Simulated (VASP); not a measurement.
# CoSi2: convergence with the smearing and plane-wave cutoff, part 2 of 4

Aim: find what the smearing and plane-wave cutoff change for CoSi2, and what they cost. The series runs use r2SCAN. The start is a cell from a database of measured crystal structures.

VASP 6.6.1; r2SCAN, spin-polarised from a ferromagnetic start (one magnetic atom a cell); plane waves and PAW (Co, Si).

Still holding for the runs below: The k-mesh is coarse for a metal.

So far. Step 5 (Smearing: ISMEAR = 0, SIGMA = 0.2): Against the run before the energy at zero width moves by -0.29 meV an atom and the pressure by +0.01 GPa, after 15 cycles in 67 s. The entropy term T·S comes to 5.98 meV an atom in size.

The database entry behind the starting cell differs from later determinations by our own check (0.1 to 0.3 % short, probably kX units), so it need not match the best structure at ambient conditions.

## (6) Smearing: ISMEAR = 0, SIGMA = 0.5

File INCAR:

```
SYSTEM = CoSi2
PREC = Accurate
ENCUT = 400
EDIFF = 1E-06
NELM = 100
ISMEAR = 0
SIGMA = 0.5
LREAL = .FALSE.
ALGO = Normal
METAGGA = R2SCAN
LASPH = .TRUE.
NBANDS = 18
ISPIN = 2
MAGMOM = 2 0 0
LMAXMIX = 4
LORBIT = 11
LWAVE = .FALSE.
LCHARG = .FALSE.
KPAR = 4
ISIF = 2
```

File POSCAR:

```
CoSi2
1.0
    0.0000000000      2.6780000000      2.6780000000
    2.6780000000      0.0000000000      2.6780000000
    2.6780000000      2.6780000000      0.0000000000
Co Si
1 2
Direct
    0.0000000000      0.0000000000      0.0000000000
    0.2500000000      0.2500000000      0.2500000000
    0.7500000000      0.7500000000      0.7500000000
```

File KPOINTS:

```
Automatic mesh
0
Gamma
7 7 7
0 0 0
```

Potentials, in the order of the species: Co and Si (PBE family, release 64).

Command:

```
$ mpirun -np 4 vasp_std
```

The program printed:

```text
[... set-up lines as in an earlier step ...]
 entering main loop
       N       E                     dE             d eps       ncg     rms          rms(c)
DAV:   1     0.419234366333E+02    0.41923E+02   -0.58030E+03  1472   0.746E+02
DAV:   2    -0.321491240174E+02   -0.74073E+02   -0.66254E+02  1546   0.175E+02
DAV:   3    -0.353771423949E+02   -0.32280E+01   -0.31443E+01  1798   0.411E+01
DAV:   4    -0.354307741057E+02   -0.53632E-01   -0.53556E-01  1736   0.492E+00
[...]
DAV:  13    -0.320643716361E+02   -0.34664E-04   -0.12390E-04  1624   0.111E-01    0.325E-02
DAV:  14    -0.320643690589E+02    0.25772E-05   -0.86864E-06  1706   0.204E-02    0.107E-02
DAV:  15    -0.320643690894E+02   -0.30534E-07   -0.64940E-07   832   0.136E-02
   1 F= -.32064369E+02 E0= -.32005237E+02  d E =-.118264E+00  mag=    -0.0001
```

Run time: 47 s. Hardware: 4 MPI ranks of AMD EPYC 7R43, shared host; peak memory 0.58 GiB.

From OUTCAR (step 6):

```text
  Total       -1.0857921     -1.0857921     -1.0857921      0.0000000      0.0000000      0.0000000
  in kB      -45.2892916    -45.2892916    -45.2892916      0.0000000      0.0000000      0.0000000
  external PRESSURE =     -45.2892916 kB  Pullay stress =       0.0000000 kB

 POSITION                                       TOTAL-FORCE (eV/Angst)
 -----------------------------------------------------------------------------------
      0.00000      0.00000      0.00000        -0.000000     -0.000000      0.000000
      1.33900      1.33900      1.33900        -0.000000     -0.000000     -0.000000
      4.01700      4.01700      4.01700         0.000000      0.000000      0.000000
 -----------------------------------------------------------------------------------
    total drift:                               -0.000000     -0.000000      0.000000

  FREE ENERGIE OF THE ION-ELECTRON SYSTEM (eV)
  ---------------------------------------------------
  free  energy   TOTEN  =       -32.0643690894 eV

  energy  without entropy=      -31.9461047417  energy(sigma->0) =      -32.00523692

[... 3 parts as in an earlier step ...]

[... 1 further part left out ...]
[key lines of the parts left out:]
E-fermi :  10.0444
```

Against the run before the energy at zero width moves by +0.59 meV an atom and the pressure by +0.23 GPa, after 15 cycles in 47 s. The entropy term T·S comes to 39.42 meV an atom in size.

## (7) Smearing: ISMEAR = 1, SIGMA = 0.01

INCAR, as its differences from that of step 6:

```diff
@@ -5,4 +5,4 @@
 NELM = 100
-ISMEAR = 0
-SIGMA = 0.5
+ISMEAR = 1
+SIGMA = 0.01
 LREAL = .FALSE.
```

POSCAR is that of step 6.

KPOINTS is that of step 6.

Command:

```
$ mpirun -np 4 vasp_std
```

The program printed:

```text
[... set-up lines as in an earlier step ...]
 entering main loop
       N       E                     dE             d eps       ncg     rms          rms(c)
DAV:   1     0.420108569822E+02    0.42011E+02   -0.58030E+03  1472   0.746E+02
DAV:   2    -0.320671241326E+02   -0.74078E+02   -0.66337E+02  1546   0.175E+02
DAV:   3    -0.352812626078E+02   -0.32141E+01   -0.31309E+01  1798   0.411E+01
DAV:   4    -0.353349752154E+02   -0.53713E-01   -0.53642E-01  1736   0.493E+00
[...]
DAV:  13    -0.320046958851E+02   -0.20275E-04   -0.10090E-04  1660   0.116E-01    0.272E-02
DAV:  14    -0.320046999177E+02   -0.40326E-05   -0.95869E-06  1996   0.266E-02    0.107E-02
DAV:  15    -0.320047000622E+02   -0.14452E-06   -0.12141E-06   872   0.167E-02
   1 F= -.32004700E+02 E0= -.32004679E+02  d E =-.622287E-04  mag=    -0.0553
```

The job ended after 76 s (4 MPI ranks; peak memory 0.57 GiB; 4.9 min of CPU time).

OUTCAR, selected parts (step 7):

```text
  Total       -1.1353219     -1.1353219     -1.1353219     -0.0000000     -0.0000000      0.0000000
  in kB      -47.3552219    -47.3552219    -47.3552219     -0.0000000     -0.0000000      0.0000000
  external PRESSURE =     -47.3552219 kB  Pullay stress =       0.0000000 kB

 POSITION                                       TOTAL-FORCE (eV/Angst)
 -----------------------------------------------------------------------------------
      0.00000      0.00000      0.00000        -0.000000     -0.000000     -0.000000
      1.33900      1.33900      1.33900         0.000000      0.000000      0.000000
      4.01700      4.01700      4.01700         0.000000     -0.000000     -0.000000
 -----------------------------------------------------------------------------------
    total drift:                               -0.000000     -0.000000      0.000000

  FREE ENERGIE OF THE ION-ELECTRON SYSTEM (eV)
  ---------------------------------------------------
  free  energy   TOTEN  =       -32.0047000622 eV

  energy  without entropy=      -32.0046378335  energy(sigma->0) =      -32.00467932

[... 3 parts as in an earlier step ...]

[... 1 further part left out ...]
[key lines of the parts left out:]
E-fermi :  10.0795
```

Against the first of the series the energy at zero width moves by +0.01 meV an atom while the pressure stays within 0.01 GPa, after 15 cycles in 76 s. The entropy term T·S comes to 0.02 meV an atom in size.

## (8) Smearing: ISMEAR = 1, SIGMA = 0.05

INCAR, as its differences from that of step 7:

```diff
@@ -6,3 +6,3 @@
 ISMEAR = 1
-SIGMA = 0.01
+SIGMA = 0.05
 LREAL = .FALSE.
```

POSCAR is that of step 7.

KPOINTS is that of step 7.

Command:

```
$ mpirun -np 4 vasp_std
```

The program printed:

```text
[... set-up lines as in an earlier step ...]
 entering main loop
       N       E                     dE             d eps       ncg     rms          rms(c)
DAV:   1     0.420101784557E+02    0.42010E+02   -0.58030E+03  1472   0.746E+02
DAV:   2    -0.320675808150E+02   -0.74078E+02   -0.66353E+02  1546   0.175E+02
DAV:   3    -0.352814410128E+02   -0.32139E+01   -0.31347E+01  1798   0.411E+01
DAV:   4    -0.353351354189E+02   -0.53694E-01   -0.53621E-01  1736   0.492E+00
[...]
DAV:  13    -0.320046891023E+02   -0.28284E-04   -0.10839E-04  1720   0.840E-02    0.220E-02
DAV:  14    -0.320046926574E+02   -0.35551E-05   -0.68684E-06  1772   0.248E-02    0.104E-02
DAV:  15    -0.320046933687E+02   -0.71125E-06   -0.95034E-07   862   0.115E-02
   1 F= -.32004693E+02 E0= -.32004504E+02  d E =-.568475E-03  mag=    -0.0275
```

The job ended after 79 s (4 MPI ranks; peak memory 0.6 GiB; 5 min of CPU time).

From OUTCAR (step 8):

```text
  Total       -1.1285892     -1.1285892     -1.1285892      0.0000000      0.0000000      0.0000000
  in kB      -47.0743947    -47.0743947    -47.0743947      0.0000000      0.0000000      0.0000000
  external PRESSURE =     -47.0743947 kB  Pullay stress =       0.0000000 kB

  FREE ENERGIE OF THE ION-ELECTRON SYSTEM (eV)
  ---------------------------------------------------
  free  energy   TOTEN  =       -32.0046933687 eV

  energy  without entropy=      -32.0041248939  energy(sigma->0) =      -32.00450388

 magnetization (x)
# of ion       s       p       d       tot
------------------------------------------
    1       -0.000  -0.004  -0.017  -0.021
    2       -0.000  -0.001   0.000  -0.001
    3       -0.000  -0.001   0.000  -0.001
--------------------------------------------------
tot         -0.000  -0.006  -0.017  -0.023

[... 3 parts as in an earlier step ...]

[... 1 further part left out ...]
[key lines of the parts left out:]
E-fermi :  10.0898
```

Against the run before the energy at zero width moves by +0.06 meV an atom and the pressure by +0.03 GPa, after 15 cycles in 79 s. The entropy term T·S comes to 0.19 meV an atom in size.

## (9) Smearing: ISMEAR = 1, SIGMA = 0.1

INCAR, as its differences from that of step 8:

```diff
@@ -6,3 +6,3 @@
 ISMEAR = 1
-SIGMA = 0.05
+SIGMA = 0.1
 LREAL = .FALSE.
```

POSCAR is that of step 8.

KPOINTS is that of step 8.

Command:

```
$ mpirun -np 4 vasp_std
```

The program printed:

```text
[... set-up lines as in an earlier step ...]
 entering main loop
       N       E                     dE             d eps       ncg     rms          rms(c)
DAV:   1     0.420090499819E+02    0.42009E+02   -0.58030E+03  1472   0.746E+02
DAV:   2    -0.320682315228E+02   -0.74077E+02   -0.66367E+02  1546   0.175E+02
DAV:   3    -0.352817408973E+02   -0.32135E+01   -0.31354E+01  1798   0.411E+01
DAV:   4    -0.353354255352E+02   -0.53685E-01   -0.53613E-01  1736   0.492E+00
[...]
DAV:  14    -0.320055946743E+02   -0.34762E-05   -0.80482E-06  1662   0.212E-02    0.140E-02
DAV:  15    -0.320055964951E+02   -0.18208E-05   -0.22536E-06  1556   0.166E-02    0.627E-03
DAV:  16    -0.320055967680E+02   -0.27291E-06   -0.73275E-07   812   0.115E-02
   1 F= -.32005597E+02 E0= -.32004904E+02  d E =-.207804E-02  mag=    -0.0002
```

It took 59 s on 4 MPI ranks; peak memory 0.56 GiB.

From OUTCAR (step 9):

```text
  Total       -1.1199841     -1.1199841     -1.1199841      0.0000000      0.0000000      0.0000000
  in kB      -46.7154685    -46.7154685    -46.7154685      0.0000000      0.0000000      0.0000000
  external PRESSURE =     -46.7154685 kB  Pullay stress =       0.0000000 kB

 POSITION                                       TOTAL-FORCE (eV/Angst)
 -----------------------------------------------------------------------------------
      0.00000      0.00000      0.00000         0.000000     -0.000000     -0.000000
      1.33900      1.33900      1.33900         0.000000      0.000000     -0.000000
      4.01700      4.01700      4.01700        -0.000000     -0.000000      0.000000
 -----------------------------------------------------------------------------------
    total drift:                               -0.000000     -0.000000      0.000000

  FREE ENERGIE OF THE ION-ELECTRON SYSTEM (eV)
  ---------------------------------------------------
  free  energy   TOTEN  =       -32.0055967680 eV

  energy  without entropy=      -32.0035187299  energy(sigma->0) =      -32.00490409

[... 3 parts as in an earlier step ...]

[... 1 further part left out ...]
[key lines of the parts left out:]
E-fermi :  10.0702
```

Against the run before the energy at zero width moves by -0.13 meV an atom and the pressure by +0.04 GPa, after 16 cycles in 59 s. The entropy term T·S comes to 0.69 meV an atom in size.

## (10) Smearing: ISMEAR = 1, SIGMA = 0.2

INCAR, as its differences from that of step 9:

```diff
@@ -6,3 +6,3 @@
 ISMEAR = 1
-SIGMA = 0.1
+SIGMA = 0.2
 LREAL = .FALSE.
```

POSCAR is that of step 9.

KPOINTS is that of step 9.

Command:

```
$ mpirun -np 4 vasp_std
```

The program printed:

```text
[... set-up lines as in an earlier step ...]
 entering main loop
       N       E                     dE             d eps       ncg     rms          rms(c)
DAV:   1     0.420064371033E+02    0.42006E+02   -0.58030E+03  1472   0.746E+02
DAV:   2    -0.320674576025E+02   -0.74074E+02   -0.66354E+02  1546   0.175E+02
DAV:   3    -0.352806840163E+02   -0.32132E+01   -0.31353E+01  1798   0.411E+01
DAV:   4    -0.353344548874E+02   -0.53771E-01   -0.53699E-01  1736   0.493E+00
[...]
DAV:  13    -0.320068537786E+02   -0.23334E-04   -0.13415E-04  1644   0.125E-01    0.251E-02
DAV:  14    -0.320068507915E+02    0.29871E-05   -0.83926E-06  1666   0.202E-02    0.118E-02
DAV:  15    -0.320068507567E+02    0.34753E-07   -0.10681E-06   898   0.156E-02
   1 F= -.32006851E+02 E0= -.32006834E+02  d E =-.511191E-04  mag=    -0.0002
```

Wall time 72 s (4 MPI ranks); peak memory 0.58 GiB.

From OUTCAR (step 10):

```text
  Total       -1.1489837     -1.1489837     -1.1489837     -0.0000000      0.0000000      0.0000000
  in kB      -47.9250660    -47.9250660    -47.9250660     -0.0000000      0.0000000      0.0000000
  external PRESSURE =     -47.9250660 kB  Pullay stress =       0.0000000 kB

 POSITION                                       TOTAL-FORCE (eV/Angst)
 -----------------------------------------------------------------------------------
      0.00000      0.00000      0.00000         0.000000      0.000000     -0.000000
      1.33900      1.33900      1.33900         0.000000      0.000000      0.000000
      4.01700      4.01700      4.01700        -0.000000     -0.000000      0.000000
 -----------------------------------------------------------------------------------
    total drift:                               -0.000000     -0.000000      0.000000

  FREE ENERGIE OF THE ION-ELECTRON SYSTEM (eV)
  ---------------------------------------------------
  free  energy   TOTEN  =       -32.0068507567 eV

  energy  without entropy=      -32.0067996376  energy(sigma->0) =      -32.00683372

[... 3 parts as in an earlier step ...]

[... 1 further part left out ...]
[key lines of the parts left out:]
E-fermi :  10.0160
```

Against the run before the energy at zero width moves by -0.64 meV an atom and the pressure by -0.12 GPa, after 15 cycles in 72 s. The entropy term T·S comes to 0.02 meV an atom in size.

## (11) Smearing: ISMEAR = 1, SIGMA = 0.5

INCAR, as its differences from that of step 10:

```diff
@@ -6,3 +6,3 @@
 ISMEAR = 1
-SIGMA = 0.2
+SIGMA = 0.5
 LREAL = .FALSE.
```

POSCAR is that of step 10.

KPOINTS is that of step 10.

Command:

```
$ mpirun -np 4 vasp_std
```

The program printed:

```text
[... set-up lines as in an earlier step ...]
 entering main loop
       N       E                     dE             d eps       ncg     rms          rms(c)
DAV:   1     0.420025065195E+02    0.42003E+02   -0.58030E+03  1472   0.746E+02
DAV:   2    -0.320600920741E+02   -0.74063E+02   -0.66268E+02  1546   0.175E+02
DAV:   3    -0.352778450400E+02   -0.32178E+01   -0.31321E+01  1798   0.411E+01
DAV:   4    -0.353316249047E+02   -0.53780E-01   -0.53704E-01  1736   0.493E+00
[...]
DAV:  13    -0.320017976537E+02   -0.27612E-04   -0.11906E-04  1638   0.118E-01    0.278E-02
DAV:  14    -0.320017952224E+02    0.24314E-05   -0.76121E-06  1652   0.191E-02    0.104E-02
DAV:  15    -0.320017952473E+02   -0.24938E-07   -0.72365E-07   834   0.139E-02
   1 F= -.32001795E+02 E0= -.32009594E+02  d E =0.233950E-01  mag=    -0.0001
```

It took 77 s on 4 MPI ranks; peak memory 0.6 GiB.

OUTCAR, selected parts (step 11):

```text
  Total       -1.1824086     -1.1824086     -1.1824086      0.0000000      0.0000000      0.0000000
  in kB      -49.3192498    -49.3192498    -49.3192498      0.0000000      0.0000000      0.0000000
  external PRESSURE =     -49.3192498 kB  Pullay stress =       0.0000000 kB

 POSITION                                       TOTAL-FORCE (eV/Angst)
 -----------------------------------------------------------------------------------
      0.00000      0.00000      0.00000        -0.000000      0.000000     -0.000000
      1.33900      1.33900      1.33900        -0.000000     -0.000000     -0.000000
      4.01700      4.01700      4.01700         0.000000      0.000000      0.000000
 -----------------------------------------------------------------------------------
    total drift:                               -0.000000     -0.000000      0.000000

  FREE ENERGIE OF THE ION-ELECTRON SYSTEM (eV)
  ---------------------------------------------------
  free  energy   TOTEN  =       -32.0017952473 eV

  energy  without entropy=      -32.0251902690  energy(sigma->0) =      -32.00959359

[... 3 parts as in an earlier step ...]

[... 1 further part left out ...]
[key lines of the parts left out:]
E-fermi :   9.9574
```

Against the run before the energy at zero width moves by -0.92 meV an atom and the pressure by -0.14 GPa, after 15 cycles in 77 s. The entropy term T·S comes to 7.80 meV an atom in size.

## (12) Smearing: ISMEAR = -5

INCAR, as its differences from that of step 11:

```diff
@@ -5,4 +5,4 @@
 NELM = 100
-ISMEAR = 1
-SIGMA = 0.5
+ISMEAR = -5
+SIGMA = 0.05
 LREAL = .FALSE.
```

POSCAR is that of step 11.

KPOINTS is that of step 11.

Command:

```
$ mpirun -np 4 vasp_std
```

The program printed:

```text
[... set-up lines as in an earlier step ...]
 entering main loop
       N       E                     dE             d eps       ncg     rms          rms(c)
DAV:   1     0.420083492720E+02    0.42008E+02   -0.58030E+03  1472   0.746E+02
DAV:   2    -0.320588045001E+02   -0.74067E+02   -0.66226E+02  1546   0.176E+02
DAV:   3    -0.352699926996E+02   -0.32112E+01   -0.31222E+01  1798   0.411E+01
DAV:   4    -0.353236368012E+02   -0.53644E-01   -0.53550E-01  1736   0.492E+00
[...]
DAV:  15    -0.320025880326E+02   -0.21456E-05   -0.63518E-07   820   0.129E-02    0.692E-03
DAV:  16    -0.320025904178E+02   -0.23852E-05   -0.46805E-07   812   0.110E-02    0.171E-03
DAV:  17    -0.320025910185E+02   -0.60074E-06   -0.86791E-08   790   0.304E-03
   1 F= -.32002591E+02 E0= -.32002591E+02  d E =0.000000E+00  mag=     0.0000
 -----------------------------------------------------------------------------
|                                                                             |
|           W    W    AA    RRRRR   N    N  II  N    N   GGGG   !!!           |
|           W    W   A  A   R    R  NN   N  II  NN   N  G    G  !!!           |
|           W    W  A    A  R    R  N N  N  II  N N  N  G       !!!           |
|           W WW W  AAAAAA  RRRRR   N  N N  II  N  N N  G  GGG   !            |
|           WW  WW  A    A  R   R   N   NN  II  N   NN  G    G                |
|           W    W  A    A  R    R  N    N  II  N    N   GGGG   !!!           |
|                                                                             |
|     Tetrahedron method does not include variations of the Fermi             |
|     occupations, so forces and stress will be inaccurate. We suggest        |
|     using a different smearing scheme ISMEAR = 1 or 2 for metals in         |
|     relaxations.                                                            |
|                                                                             |
 -----------------------------------------------------------------------------
```

Run time: 75 s. Hardware: 4 MPI ranks; peak memory 0.59 GiB; 4.8 min of CPU time.

Parts of OUTCAR (step 12):

```text
  Total       -1.1251963     -1.1251963     -1.1251963      0.0000000      0.0000000     -0.0000000
  in kB      -46.9328760    -46.9328760    -46.9328760      0.0000000      0.0000000     -0.0000000
  external PRESSURE =     -46.9328760 kB  Pullay stress =       0.0000000 kB

 POSITION                                       TOTAL-FORCE (eV/Angst)
 -----------------------------------------------------------------------------------
      0.00000      0.00000      0.00000         0.000000     -0.000000     -0.000000
      1.33900      1.33900      1.33900         0.000000      0.000000      0.000000
      4.01700      4.01700      4.01700        -0.000000     -0.000000     -0.000000
 -----------------------------------------------------------------------------------
    total drift:                               -0.000000     -0.000000      0.000000

  FREE ENERGIE OF THE ION-ELECTRON SYSTEM (eV)
  ---------------------------------------------------
  free  energy   TOTEN  =       -32.0025910185 eV

  energy  without entropy=      -32.0025910185  energy(sigma->0) =      -32.00259102

 magnetization (x)
# of ion       s       p       d       tot
------------------------------------------
    1        0.000   0.000  -0.000  -0.000
    2       -0.000   0.000   0.000   0.000
    3       -0.000   0.000   0.000   0.000
--------------------------------------------------
tot          0.000   0.000  -0.000  -0.000

[... 2 parts as in an earlier step ...]

[... 1 further part left out ...]
[key lines of the parts left out:]
E-fermi :   9.9541
```

With tetrahedra the forces and stress of a metal are not exact derivatives of the energy.

Against the first of the series the energy at zero width moves by +0.71 meV an atom and the pressure by +0.04 GPa, after 17 cycles in 75 s.

## (13) The smearing series as a table

This step: convergence of r2SCAN results with the smearing; plane waves and PAW (VASP 6.6.1).

No new run; the numbers come from the runs before.

One cell and one 7×7×7 mesh. Free energy against width, by row:

| Gaussian width σ (eV) | free energy less that at the narrowest width (meV/atom) |
| --- | --- |
| 0.01 | 0 |
| 0.05 | -0.48 |
| 0.1 | -1.42 |
| 0.2 | -3.73 |
| 0.5 | -19.86 |

Differences are taken from the run with ISMEAR = 0, SIGMA = 0.01. Results of the series, by row:

| setting | status | energy less the reference (meV/atom) | pressure (GPa) | moment (μB) | SCF cycles | wall time (s) |
| --- | --- | --- | --- | --- | --- | --- |
| ISMEAR = 0, SIGMA = 0.01 | converged | 0 | -4.737 | -0.0553 | 15 | 73 |
| ISMEAR = 0, SIGMA = 0.05 | converged | -0.06423 | -4.661 | -1.00e-4 | 16 | 69 |
| ISMEAR = 0, SIGMA = 0.1 | converged | -0.4788 | -4.778 | -1.00e-4 | 15 | 72 |
| ISMEAR = 0, SIGMA = 0.2 | converged | -0.7652 | -4.763 | -2.00e-4 | 15 | 67 |
| ISMEAR = 0, SIGMA = 0.5 | converged | -0.176 | -4.529 | -1.00e-4 | 15 | 47 |
| ISMEAR = 1, SIGMA = 0.01 | converged | 0.009837 | -4.736 | -0.0553 | 15 | 76 |
| ISMEAR = 1, SIGMA = 0.05 | converged | 0.06832 | -4.707 | -0.0275 | 15 | 79 |
| ISMEAR = 1, SIGMA = 0.1 | converged | -0.06509 | -4.672 | -2.00e-4 | 16 | 59 |
| ISMEAR = 1, SIGMA = 0.2 | converged | -0.7083 | -4.793 | -2.00e-4 | 15 | 72 |
| ISMEAR = 1, SIGMA = 0.5 | converged | -1.628 | -4.932 | -1.00e-4 | 15 | 77 |
| ISMEAR = -5 | converged | 0.7059 | -4.693 | 0 | 17 | 75 |

[end of part 2 of 4]

[Lines on the potential files, build, host, timing and source positions are cut from VASP's logs without a mark.]

[Logs are printed without paths, hosts, clocks, repeated set-up lines and the standing remarks that a program may print on its own settings, such as how far it seeks lower states.]

[Hosts, paths, dates, database ids (printed as entryN), source tags and the programs' standing remarks are cut or masked in the printed files.]

[A measured line is paired with the nearest computed mode of its activity, which favours agreement.]
